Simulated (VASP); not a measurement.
Here is the system:

```
CELL_PARAMETERS angstrom
      3.32332     0.00000     0.00000
      0.00000     3.32332     0.00000
      0.00000     0.00000     3.32332
ATOMIC_POSITIONS crystal
  Sc 0.00000 0.00000 0.00000
  Si 0.50000 0.50000 0.50000
```

Computed with r2SCAN meta-GGA, VASP's PBE PAW potentials (set 64) (plane waves; VASP). Numerical set-up: 400 eV cut-off, 12×12×12 Γ-centred mesh, tetrahedra with Blöchl corrections, potentials Sc_sv Si.

Q: What does the run give for the energy per atom (σ→0), band gap (over mesh and band path) with the smallest direct gap where there is one?

A: 
The band gap (over mesh and band path) is none (metal, semimetal or under 0.01 eV) and the energy per atom (σ→0) is -10.451 eV/atom.

Total energies compare only between runs with the same potentials, cut-off and functional.

The structure was generated: ScSi was put into the CsCl type type (Pm-3m), which need not be its known phase. It was relaxed first, which changed the volume by -25 %. The electron count is odd and the run is not spin-polarised, which forces a metal.
